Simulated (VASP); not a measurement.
OSZICAR of a VASP run on LaB6 (cab6):

**OSZICAR**
```
       N       E                     dE             d eps       ncg     rms          rms(c)
DAV:   1     0.245458286322E+03    0.24546E+03   -0.12615E+04  1268   0.237E+03
DAV:   2    -0.146857206786E+01   -0.24693E+03   -0.23512E+03  1654   0.343E+02
DAV:   3    -0.531435417447E+02   -0.51675E+02   -0.44810E+02  1964   0.185E+02
DAV:   4    -0.557746454955E+02   -0.26311E+01   -0.26005E+01  2212   0.452E+01
DAV:   5    -0.558799786672E+02   -0.10533E+00   -0.10468E+00  1960   0.692E+00    0.915E+00
DAV:   6    -0.518758988620E+02    0.40041E+01   -0.10793E+01  1866   0.207E+01    0.463E+00
DAV:   7    -0.515831246073E+02    0.29277E+00   -0.41290E+00  2192   0.125E+01    0.189E+00
DAV:   8    -0.516552534152E+02   -0.72129E-01   -0.20018E+00  2150   0.145E+01    0.128E+00
DAV:   9    -0.515581808905E+02    0.97073E-01   -0.27255E-01  2076   0.464E+00    0.608E-01
DAV:  10    -0.515425380753E+02    0.15643E-01   -0.15266E-01  2146   0.355E+00    0.109E-01
DAV:  11    -0.515437715664E+02   -0.12335E-02   -0.77643E-03  2252   0.663E-01    0.117E-01
DAV:  12    -0.515432598752E+02    0.51169E-03   -0.18424E-03  2138   0.450E-01    0.423E-02
DAV:  13    -0.515431859472E+02    0.73928E-04   -0.62507E-04  2350   0.202E-01    0.106E-02
DAV:  14    -0.515431918308E+02   -0.58836E-05   -0.26160E-05  1912   0.370E-02    0.695E-03
DAV:  15    -0.515431921243E+02   -0.29349E-06   -0.15392E-05  2248   0.294E-02    0.267E-03
DAV:  16    -0.515431923128E+02   -0.18851E-06   -0.11818E-06  1336   0.101E-02
   1 F= -.49343912E+02 E0= -.49344167E+02  d E =-.493439E+02
       N       E                     dE             d eps       ncg     rms          rms(c)
DAV:   1    -0.516072096873E+02   -0.64018E-01   -0.54598E+00  1742   0.260E+01    0.196E+00
DAV:   2    -0.514836147664E+02    0.12359E+00   -0.36177E-01  1984   0.902E+00    0.881E-01
DAV:   3    -0.514566310685E+02    0.26984E-01   -0.16185E-01  1904   0.454E+00    0.183E-01
DAV:   4    -0.514569507357E+02   -0.31967E-03   -0.40449E-02  2200   0.255E+00    0.155E-01
DAV:   5    -0.514561439544E+02    0.80678E-03   -0.13845E-02  2096   0.139E+00    0.105E-01
DAV:   6    -0.514564117566E+02   -0.26780E-03   -0.11356E-03  2010   0.213E-01    0.105E-01
DAV:   7    -0.514561557294E+02    0.25603E-03   -0.23050E-03  2024   0.550E-01    0.228E-02
DAV:   8    -0.514561641529E+02   -0.84235E-05   -0.77813E-05  1916   0.772E-02    0.731E-03
DAV:   9    -0.514561644764E+02   -0.32351E-06   -0.50603E-06  2060   0.244E-02
   2 F= -.49355759E+02 E0= -.49355951E+02  d E =-.118462E-01
       N       E                     dE             d eps       ncg     rms          rms(c)
DAV:   1    -0.515456209203E+02   -0.89457E-01   -0.10130E+00  1746   0.108E+01    0.910E-01
DAV:   2    -0.515195465654E+02    0.26074E-01   -0.11571E-01  2126   0.478E+00    0.329E-01
DAV:   3    -0.515157784683E+02    0.37681E-02   -0.11970E-02  1982   0.111E+00    0.837E-02
DAV:   4    -0.515155570781E+02    0.22139E-03   -0.21267E-03  2420   0.306E-01    0.377E-02
DAV:   5    -0.515155769451E+02   -0.19867E-04   -0.11627E-04  1842   0.782E-02    0.253E-02
DAV:   6    -0.515155939935E+02   -0.17048E-04   -0.97297E-05  2190   0.829E-02    0.113E-02
DAV:   7    -0.515155947217E+02   -0.72819E-06   -0.14563E-05  1918   0.230E-02    0.436E-03
DAV:   8    -0.515155945762E+02    0.14554E-06   -0.36361E-06  1906   0.153E-02
   3 F= -.49372970E+02 E0= -.49373191E+02  d E =-.290574E-01
       N       E                     dE             d eps       ncg     rms          rms(c)
DAV:   1    -0.515123312895E+02    0.32634E-02   -0.18218E-01  1386   0.275E+00    0.155E-01
DAV:   2    -0.515121936117E+02    0.13768E-03   -0.86912E-03  2084   0.986E-01    0.886E-02
DAV:   3    -0.515118690859E+02    0.32453E-03   -0.28320E-03  1660   0.325E-01    0.223E-02
DAV:   4    -0.515118517716E+02    0.17314E-04   -0.38087E-04  1804   0.149E-01    0.127E-02
DAV:   5    -0.515118521634E+02   -0.39183E-06   -0.22781E-05  2198   0.392E-02    0.314E-03
DAV:   6    -0.515118518299E+02    0.33356E-06   -0.24879E-06  1634   0.174E-02
   4 F= -.49371577E+02 E0= -.49371768E+02  d E =0.139234E-02
       N       E                     dE             d eps       ncg     rms          rms(c)
DAV:   1    -0.515154557962E+02   -0.36036E-02   -0.84259E-02  1380   0.187E+00    0.106E-01
DAV:   2    -0.515153955271E+02    0.60269E-04   -0.40470E-03  2102   0.670E-01    0.605E-02
DAV:   3    -0.515152443172E+02    0.15121E-03   -0.13450E-03  1650   0.223E-01    0.157E-02
DAV:   4    -0.515152343520E+02    0.99653E-05   -0.18541E-04  1816   0.104E-01    0.872E-03
DAV:   5    -0.515152334224E+02    0.92955E-06   -0.10604E-05  2084   0.271E-02    0.209E-03
DAV:   6    -0.515152332523E+02    0.17013E-06   -0.11748E-06  1508   0.126E-02
   5 F= -.49373360E+02 E0= -.49373577E+02  d E =-.389995E-03
```

Q: Which electronic solver shows in the log?

A: It is blocked Davidson (ALGO = Normal, or the opening steps of other solvers). The INCAR had ALGO = Normal.

Q: Can the final energy be trusted as converged?

A: The run converged. It stopped with EDIFF = 1E-6, NELM = 100, NSW = 40 and EDIFFG = -0.02 after 5 ionic steps (PBEsol GGA, plane waves, VASP's PBE PAW potentials (set 64)). Energy and stress use the plane-wave basis of the starting cell.

The compound is LaB6 in the cab6 structure. This run relaxes it under an external pressure of 5 GPa. Symmetry was kept, so distortions that lower it aren't found. The electron count is odd and the run is not spin-polarised, which forces a metal.
